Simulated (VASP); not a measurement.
All values below come from PBEsol GGA, VASP's PBE PAW potentials (set 64) (plane waves; VASP).

The input files of a VASP run:

### POSCAR
```
Bi
1.0
 -1.9958250000   1.9958250000   1.9958250000
  1.9958250000  -1.9958250000   1.9958250000
  1.9958250000   1.9958250000  -1.9958250000
Bi
1
Direct
  0.0000000000   0.0000000000   0.0000000000
```

INCAR:
```
SYSTEM = Bi
PREC = Accurate; ENCUT = 400; LREAL = .FALSE.
LASPH = .TRUE.
EDIFF = 1E-6; NELM = 100; ALGO = Normal
LMAXMIX = 4
ISMEAR = 1; SIGMA = 0.1
GGA = PS
IBRION = 2; NSW = 60; ISIF = 3
EDIFFG = -0.01
LWAVE = .FALSE.; LCHARG = .FALSE.
```

KPOINTS:
```
K-points
0
Gamma
  12 12 12
0 0 0
```

POTCAR, in this order: Bi_d (PBE.64 set). Program: vasp_std.

The run wrote:

OSZICAR:
```
       N       E                     dE             d eps       ncg     rms          rms(c)
DAV:   1     0.939908749593E+02    0.93991E+02   -0.70344E+03  1599   0.131E+03
DAV:   2     0.432931986259E+00   -0.93558E+02   -0.91791E+02  1635   0.322E+02
DAV:   3    -0.410555726594E+01   -0.45385E+01   -0.44812E+01  1858   0.821E+01
DAV:   4    -0.421144659057E+01   -0.10589E+00   -0.10580E+00  1918   0.136E+01
DAV:   5    -0.421581429050E+01   -0.43677E-02   -0.43674E-02  1974   0.236E+00    0.484E-01
DAV:   6    -0.420861803355E+01    0.71963E-02   -0.12400E-02  1854   0.179E+00    0.280E-01
DAV:   7    -0.420693129723E+01    0.16867E-02   -0.79378E-03  1851   0.138E+00    0.870E-02
DAV:   8    -0.420689946071E+01    0.31837E-04   -0.53184E-04  1815   0.443E-01    0.120E-02
DAV:   9    -0.420689683929E+01    0.26214E-05   -0.14752E-05  1998   0.657E-02    0.576E-03
DAV:  10    -0.420689674819E+01    0.91102E-07   -0.13455E-06  1105   0.153E-02
   1 F= -.42068967E+01 E0= -.42066616E+01  d E =-.420690E+01
       N       E                     dE             d eps       ncg     rms          rms(c)
DAV:   1    -0.599985757203E+01   -0.17930E+01   -0.41035E+01  1869   0.120E+02    0.719E+00
DAV:   2    -0.445661062479E+01    0.15432E+01   -0.26961E+00  1800   0.360E+01    0.271E+00
DAV:   3    -0.421610670987E+01    0.24050E+00   -0.91637E-01  2382   0.195E+01    0.249E-01
DAV:   4    -0.421902248036E+01   -0.29158E-02   -0.12988E-02  1623   0.118E+00    0.152E-01
DAV:   5    -0.422204033940E+01   -0.30179E-02   -0.12118E-02  1686   0.113E+00    0.736E-02
DAV:   6    -0.422169917109E+01    0.34117E-03   -0.98543E-04  1719   0.380E-01    0.177E-02
DAV:   7    -0.422172614667E+01   -0.26976E-04   -0.68279E-05  1755   0.525E-02    0.426E-03
DAV:   8    -0.422172710946E+01   -0.96279E-06   -0.11991E-06  1544   0.129E-02
   2 F= -.42217271E+01 E0= -.42214089E+01  d E =-.148304E-01
       N       E                     dE             d eps       ncg     rms          rms(c)
DAV:   1    -0.443365967269E+01   -0.21193E+00   -0.55123E+00  1896   0.509E+01    0.239E+00
DAV:   2    -0.425905449765E+01    0.17461E+00   -0.29729E-01  1812   0.114E+01    0.952E-01
DAV:   3    -0.422780535938E+01    0.31249E-01   -0.13375E-01  2467   0.699E+00    0.105E-01
DAV:   4    -0.422793376702E+01   -0.12841E-03   -0.15784E-03  1635   0.515E-01    0.581E-02
DAV:   5    -0.422815663403E+01   -0.22287E-03   -0.15380E-03  1683   0.394E-01    0.267E-02
DAV:   6    -0.422810529951E+01    0.51335E-04   -0.18068E-04  1740   0.182E-01    0.621E-03
DAV:   7    -0.422810897127E+01   -0.36718E-05   -0.10332E-05  1722   0.225E-02    0.147E-03
DAV:   8    -0.422810880241E+01    0.16886E-06   -0.20529E-07   984   0.477E-03
   3 F= -.42281088E+01 E0= -.42275973E+01  d E =-.212121E-01
```

**OUTCAR**
```
------------------------ aborting loop because EDIFF is reached ----------------------------------------
  FORCE on cell =-STRESS in cart. coord.  units (eV):
  Direction    XX          YY          ZZ          XY          YZ          ZX
  --------------------------------------------------------------------------------------
  Total        0.0029228      0.0029228      0.0029228      0.0000000     -0.0000000     -0.0000000
  in kB        0.1568587      0.1568587      0.1568587      0.0000000     -0.0000000     -0.0000000
  external PRESSURE =       0.1568587 kB  Pullay stress =       0.0000000 kB
  volume of cell :       29.85
      direct lattice vectors                 reciprocal lattice vectors
    -1.954250638  1.954250638  1.954250638     0.000000000  0.255852545  0.255852545
     1.954250638 -1.954250638  1.954250638     0.255852545  0.000000000  0.255852545
     1.954250638  1.954250638 -1.954250638     0.255852545  0.255852545  0.000000000
 POSITION                                       TOTAL-FORCE (eV/Angst)
 -----------------------------------------------------------------------------------
     -0.00000      0.00000      0.00000        -0.000000      0.000000      0.000000
 -----------------------------------------------------------------------------------
    total drift:                               -0.000000      0.000000      0.000000
  FREE ENERGIE OF THE ION-ELECTRON SYSTEM (eV)
  ---------------------------------------------------
  free  energy   TOTEN  =        -4.2281088024 eV

  energy  without entropy=       -4.2265743154  energy(sigma->0) =       -4.22759731

 reached required accuracy - stopping structural energy minimisation
```
(Selected blocks of OUTCAR.)

CONTCAR:
```
Bi
   1.00000000000000
    -1.9542506380906237    1.9542506380906237    1.9542506380906237
     1.9542506380906237   -1.9542506380906237    1.9542506380906237
     1.9542506380906237    1.9542506380906237   -1.9542506380906237
  Bi
     1
Direct
     0.0000000000000000    0.0000000000000000    0.0000000000000000
```

Energy and stress use the plane-wave basis of the starting cell.

The structure was generated: Bi was put into the bcc type (Im-3m), which need not be its known phase. This run relaxes it. Symmetry was kept, so distortions that lower it aren't found.
